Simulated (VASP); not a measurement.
Input for VASP

### INCAR
```
SYSTEM = Ni3Si
PREC = Accurate
ENCUT = 400
EDIFF = 1E-6
NELM = 40
ALGO = Normal
LREAL = .FALSE.
LASPH = .TRUE.
ISMEAR = 1
SIGMA = 0.1
GGA = PE
LMAXMIX = 4
LWAVE = .FALSE.
LCHARG = .FALSE.
ISIF = 2
```

File POSCAR:
```
Ni3Si
1
    3.5802000000     0.0000000000     0.0000000000
    0.0000000000     3.5802000000     0.0000000000
    0.0000000000     0.0000000000     3.5802000000
Si Ni
1 4
Direct
  0.0000000000   0.0000000000   0.0000000000
  0.0000000000   0.5000000000   0.5000000000
  0.5000000000   0.0000000000   0.5000000000
  0.5000000000   0.5000000000   0.0000000000
  0.5000000000   0.5000000000   0.0000000000
```

**KPOINTS**
```
Automatic mesh
0
Gamma
7 7 7
0 0 0
```

POTCAR, in this order: Si Ni (PBE.64 set). Program: vasp_std.

What VASP printed:

File standard output:
```
 POSCAR found type information on POSCAR SiNi
 POSCAR found :  2 types and       5 ions
 Reading from existing POTCAR
 Reading from existing POTCAR
 LDA part: xc-table for (Slater+PW92), standard interpolation

 -----------------------------------------------------------------------------
|                                                                             |
|           W    W    AA    RRRRR   N    N  II  N    N   GGGG   !!!           |
|           W    W   A  A   R    R  NN   N  II  NN   N  G    G  !!!           |
|           W    W  A    A  R    R  N N  N  II  N N  N  G       !!!           |
|           W WW W  AAAAAA  RRRRR   N  N N  II  N  N N  G  GGG   !            |
|           WW  WW  A    A  R   R   N   NN  II  N   NN  G    G                |
|           W    W  A    A  R    R  N    N  II  N    N   GGGG   !!!           |
|                                                                             |
|     The distance between some ions is very small. Please check the          |
|     nearest-neighbor list in the OUTCAR file.                               |
|     I HOPE YOU KNOW WHAT YOU ARE DOING!                                     |
|                                                                             |
 -----------------------------------------------------------------------------

 POSCAR, INCAR and KPOINTS ok, starting setup
 WAVECAR not read
 entering main loop
       N       E                     dE             d eps       ncg     rms          rms(c)

 -----------------------------------------------------------------------------
|                                                                             |
|     EEEEEEE  RRRRRR   RRRRRR   OOOOOOO  RRRRRR      ###     ###     ###     |
|     E        R     R  R     R  O     O  R     R     ###     ###     ###     |
|     E        R     R  R     R  O     O  R     R     ###     ###     ###     |
|     EEEEE    RRRRRR   RRRRRR   O     O  RRRRRR       #       #       #      |
|     E        R   R    R   R    O     O  R   R                               |
|     E        R    R   R    R   O     O  R    R      ###     ###     ###     |
|     EEEEEEE  R     R  R     R  OOOOOOO  R     R     ###     ###     ###     |
|                                                                             |
|     EDDAV: Call to ZHEGV failed. Returncode = 12 2 16                       |
|                                                                             |
|       ---->  I REFUSE TO CONTINUE WITH THIS SICK JOB ... BYE!!! <----       |
|                                                                             |
 -----------------------------------------------------------------------------
```

Problem. Read the log: what went wrong, and how is it fixed?

Solution. The cause: one atom is typed twice, on or next to the same site. VASP stops with an error: EDDAV: Call to ZHEGV failed. Returncode = 12 2 16 ----> I REFUSE TO CONTINUE WITH THIS SICK JOB ... BYE!!! <---- To mend it, correct POSCAR.
**POSCAR**
```
Ni3Si
1
    3.5802000000     0.0000000000     0.0000000000
    0.0000000000     3.5802000000     0.0000000000
    0.0000000000     0.0000000000     3.5802000000
Si Ni
1 3
Direct
  0.0000000000   0.0000000000   0.0000000000
  0.0000000000   0.5000000000   0.5000000000
  0.5000000000   0.0000000000   0.5000000000
  0.5000000000   0.5000000000   0.0000000000
```
The mended run (PBE GGA, plane waves, VASP's PBE PAW potentials (set 64)) converges, and its OSZICAR ends with
```
   1 F= -.23583219E+02 E0= -.23584555E+02  d E =0.400732E-02
```

The run is not spin-polarised, so no magnetic state was tried.
